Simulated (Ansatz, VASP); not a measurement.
# CdS (Hawleyite) in two plane-wave programs, part 2 of 2

Wanted: the spread between two codes on one cell, functional and k mesh. The cell is taken from a series of runs on this material, whose earlier steps may have relaxed, scaled, displaced or heated it; both programs get it as it stands.

VASP 6.6.1 and Ansatz 0.2.0.

So far: Set-up; VASP: dielectric response, PBE.

## 3. Ansatz: dielectric response, PBE

Level of this step: Ansatz beside VASP: Kohn-Sham DFT, plane waves, PBE (Ansatz).

Ansatz runs on its default PAW (the set named soft_2) files.

The same cell, functional and mesh now go to Ansatz, which takes its cutoff from its data sets.

Contents of input.yaml:

```yaml
crystal:
  lattice:
    - [0.0, 2.9165, 2.9165]
    - [2.9165, 0.0, 2.9165]
    - [2.9165, 2.9165, 0.0]
  atoms:
    - { symbol: Cd, position: [0.0, 0.0, 0.0] }
    - { symbol: S, position: [0.25, 0.25, 0.25] }
kpoints:
  mp_grid: { grid: [6, 6, 6] }
hamiltonian:
  xc: pbe
scf:
  occupations: { method: fixed }
dielectric: {}
```

On the command line:

```bash
ansatz run input.yaml --threads 8 --pin off --max-ram 18432MiB --backend cpu --events-out ev --progress --plain --runs-dir out
```

Numbers of over 12 decimals in the logs are rounded to 6 here.

Output:

```text
Engine: ansatz 0.2.0, x86_64-unknown-linux-gnu
Pseudopotentials: kind: paw
Pseudopotential: Cd, paw, valence charge 20, recommended cutoff 420 eV (normal), Cd.paw.azcp
Pseudopotential: S, paw, valence charge 6, recommended cutoff 420 eV (normal), S.paw.azcp
Functional definition: PBE
  parameter kappa = 0.804
  parameter beta = 0.066725
  exchange = pbe_x(kappa = kappa, mu = beta*pi^2/3)
  correlation = pbe_c(beta = beta)
Crystal: 2 atoms, lattice volume = 49.615 Å³
Basis set: ecut = 420 eV, 941 PW (Γ), exchange–correlation on 60×60×60 points (8 copies of the dense FFT grid, shifted against one another)
Bands: 17, of which v1, the nominal top of the filled ones, is band 13 counted from 1 (12 counted from 0)
Symmetry: 24 space group operations
k-points: 46 of 216 (irreducible under 4 space group operations, time reversal used)
Non-local potential: Cd, projectors of the file, l = 0: 3, l = 1: 2, l = 2: 2, l = 3: 1
Non-local potential: S, projectors of the file, l = 0: 2, l = 1: 2, l = 2: 2
PAW form: soft (Blöchl's): semilocal exchange-correlation on the pseudo side does not see the compensation charge
PAW one-centre angular grid: Cd, 590 points (default); XC on 64 Gauss nodes
PAW one-centre angular grid: S, 110 points (default); XC on 64 Gauss nodes
Initial density: superposition of atomic densities (neutral atoms: chi_scale 0, normalization atom), corrected by the library's trained network
Initial wavefunctions: pseudopotential atomic-orbital guess
Functional: x = pbe(κ = 0.804, μ = 0.219515), c = pbe(β = 0.066725)
SCF iter   1: F=—  HF=-9157.804957 eV  |F-HF|=—  |Δ(HF+E_count)|=         —  Δρ=5.62e-4  dr2=1.70e-4  ethr=1.77e-3  ⟨swp⟩=4.9  Hψ=3365  notcnv=0  defer=90
preconditioner: auto → none  [insulator: Δε(μ)=1.140 eV  Ē_g=12.375 eV  n_scr=14 (ndim 8)  ℏωp=22.4 eV  f_vac=0.128  ε∞_Penn≈4.3]
SCF iter   2: F=—  HF=-9157.805614 eV  |F-HF|=—  |Δ(HF+E_count)|=   6.57e-4  Δρ=3.12e-4  dr2=2.68e-5  ethr=6.53e-7  ⟨swp⟩=2.6  Hψ=1889  notcnv=0  defer=89
SCF iter   3: F=—  HF=-9157.805631 eV  |F-HF|=—  |Δ(HF+E_count)|=   1.76e-5  Δρ=1.13e-4  dr2=2.56e-6  ethr=1.03e-7  ⟨swp⟩=2.2  Hψ=1233  notcnv=0  defer=88
SCF iter   4: F=—  HF=-9157.805672 eV  |F-HF|=—  |Δ(HF+E_count)|=   4.05e-5  Δρ=2.87e-5  dr2=2.09e-7  ethr=9.86e-9  ⟨swp⟩=2.0  Hψ=1196  notcnv=0  defer=2
SCF iter   5: F=—  HF=-9157.805673 eV  |F-HF|=—  |Δ(HF+E_count)|=   1.38e-6  Δρ=7.50e-6  dr2=3.66e-8  ethr=8.04e-10  ⟨swp⟩=2.0  Hψ=1196  notcnv=0  defer=7
SCF iter   6: F=—  HF=-9157.805673 eV  |F-HF|=—  |Δ(HF+E_count)|=   7.88e-8  Δρ=3.49e-6  dr2=4.11e-9  ethr=1.41e-10  ⟨swp⟩=2.0  Hψ=1196  notcnv=0  defer=11
SCF iter   7: F=-9157.805673 eV  HF=-9157.805673 eV  |F-HF|=1.24e-10  |Δ(HF+E_count)|=   3.89e-9  Δρ=2.58e-7  dr2=2.72e-11  ethr=1.00e-12  ⟨swp⟩=4.1  Hψ=3363  notcnv=0
SCF 1 converged in 7 iterations: F = -9157.805673 eV  dr2 = 2.72e-11
  greatest PAW one-centre occupation: 1.000 electrons in one spin orbital (limit 2), on the Cd atom at site 0 (counted from 0), in its partial waves of l = 0
NSCF: frozen V_eff on 2 k-points
DFPT response loops at Γ: preconditioner auto → none (the input reference at scf.mixing.eps_inf says where Resta's filter doesn't serve); β = 0.50; Broyden in place of MSR1
── the response to a field inside a basis, on 8×8×8 k-points: an SCF that follows is theirs, and a resumed run solves both again ──
Bands: 14, of which v1, the nominal top of the filled ones, is band 13 counted from 1 (12 counted from 0)
k-points: 60
Initial density: handed on by an earlier stage of this run
Initial wavefunctions: pseudopotential atomic-orbital guess (no wavefunctions were taken with the density)
Eigensolver: Dense (60 Hₖ)
SCF iter   1: F=—  HF=-9157.806238 eV  |F-HF|=—  |Δ(HF+E_count)|=         —  Δρ=3.42e-4  dr2=1.82e-5  ethr=1.00e-1
preconditioner: auto → none  [insulator: Δε(μ)=1.236 eV  Ē_g=10.047 eV  n_scr=14 (ndim 8)  ℏωp=22.4 eV  f_vac=0.127  ε∞_Penn≈6.0]
SCF iter   2: F=—  HF=-9157.806239 eV  |F-HF|=—  |Δ(HF+E_count)|=   8.46e-7  Δρ=1.54e-4  dr2=2.31e-6  ethr=7.00e-8
SCF iter   3: F=—  HF=-9157.806242 eV  |F-HF|=—  |Δ(HF+E_count)|=   2.25e-6  Δρ=5.47e-5  dr2=2.83e-7  ethr=8.89e-9
SCF iter   4: F=-9157.806242 eV  HF=-9157.806242 eV  |F-HF|=2.80e-9  |Δ(HF+E_count)|=   4.39e-7  Δρ=4.81e-6  dr2=5.98e-9  ethr=1.09e-9
SCF 1 converged in 4 iterations: F = -9157.806242 eV  dr2 = 5.98e-9
DFPT response loops at Γ: mixed as the last ones told, above
SCF converged after 7 iterations
Free energy (F): -9157.805673 eV
Harris-Foulkes:  -9157.805673 eV  (|F-HF|=1.24e-10)
Internal energy: -9157.805673 eV  (E = F + TS)
E sigma→0 (E₀):  -9157.805673 eV
Fermi energy:    6.912252 eV
--- Per-component energies (eV) ---
  E_band       = -506.630395
  E_kinetic    = 612.040817
  E_local      = -4012.172530  (includes V_loc(G=0)·N_el)
  E_nonlocal   = 62.140688
  E_hartree    = 1842.921415
  E_xc         = -273.993105
  E_vxc        = -309.247275  (∫ρ·V_xc dr)
  E_paw        = -4683.761675  (= ΣΔE_a)
  E_vpaw       = -545.234872  (= ΣTr[D̂ρ^β])
  E_aug_tail   = 0.000016  (compensation charges beyond the density's cutoff)
  E_ewald      = -2704.981299
  E_smearing   = -0.000000  (= −TS)
  E_closure    = -0.000000  (closes the sum)
  Σ components = -9157.805673   (vs F -9157.805673, Δ=0.00e0)
--- Band table (eV; the first three rows and the last of 46) ---
  k-point 0: bands = [... 9 lower, -0.3308, 6.9123, 6.9123, 6.9123, 8.0566, 13.4366, 13.4366, 13.4366]
  k-point 1: bands = [... 9 lower, -0.3316, 5.4057, 6.7076, 6.7076, 9.2186, 13.0972, 13.7518, 13.7518]
  k-point 2: bands = [... 9 lower, -0.3142, 3.5117, 6.3348, 6.3348, 9.8883, 13.6226, 13.9797, 13.9797]
  k-point 45: bands = [... 9 lower, 0.2252, 2.9429, 4.6160, 5.3658, 11.8251, 12.5071, 13.9589, 15.7010]
--- Dielectric response (ions clamped): 3 representative field directions + reference, inside a basis on a mesh of 512 k-points (Σ response iterations 15) ---
  ε∞ (high-frequency dielectric tensor):
        6.150267    -0.000000     0.000000
       -0.000000     6.150267     0.000000
        0.000000     0.000000     6.150267
  Born effective charges Z* (e; rows j = field, columns β = displacement):
    site 0:
         2.17467   -0.00000    0.00000
         0.00000    2.17467    0.00000
         0.00000    0.00000    2.17467
    site 1:
        -2.17467    0.00000   -0.00000
        -0.00000   -2.17467   -0.00000
        -0.00000   -0.00000   -2.17467
  Z* charge neutrality: 3.132e-4 e pre-enforcement
  solved inside a basis spanned on kpoints, on 8×8×8 k-points transformed towards the longest dipole: ε∞ is read to err by 1.6e-2, Z* by 2.1e-2 e (field_mesh: kpoints solves on kpoints); Z* is corrected for what the basis lacks
```

In the SCF lines HF is the Harris–Foulkes energy and dr2 the Hartree energy of the density residual, in eV; the loop may stop once dr2 is under the threshold and the program's other checks hold. Hψ counts applications of the Hamiltonian.

## 4. Comparison

Known differences besides the potentials themselves: fixed occupations in Ansatz, narrow Gaussian smearing in VASP; VASP's response is taken on the typed mesh, Ansatz refines its own for the field response alone; the data sets hold 26 valence electrons in Ansatz (on its default PAW (the set named soft_2) files) and 18 in VASP; the cutoff is 420 eV in Ansatz and 400 eV in VASP. Total energies have different zeros and are not compared.

Compared:

```
quantity  Ansatz  VASP  difference
   ε∞ xx    6.15  7.32    -16.01 %
   ε∞ yy    6.15  7.32    -16.01 %
   ε∞ zz    6.15  7.32    -16.01 %
```

## 5. Results

| Quantity | Value |
| --- | --- |
| difference in ε∞ xx (dielectric response, PBE) | -16 % |

What this shows: The difference in ε∞ xx is -16 % (dielectric response, PBE), beyond the 5 % picked in this series as the mark of a large difference. The data sets hold unlike numbers of valence electrons (26 in Ansatz and 18 in VASP), so part of the differences comes from the potentials. What causes the difference of the dielectric response, PBE pair stays open here. Such differences can come from data sets, numerical settings and the points named under the comparisons, not from the functional's error against experiment.

[Lines on the potential files, build, host, timing and source positions are cut from VASP's logs without a mark.]

[Logs are printed without paths, hosts, clocks, repeated set-up lines and the standing remarks that a program may print on its own settings, such as how far it seeks lower states.]

[Hosts, paths, dates, database ids (printed as entryN), source tags and the programs' standing remarks are cut or masked in the printed files.]
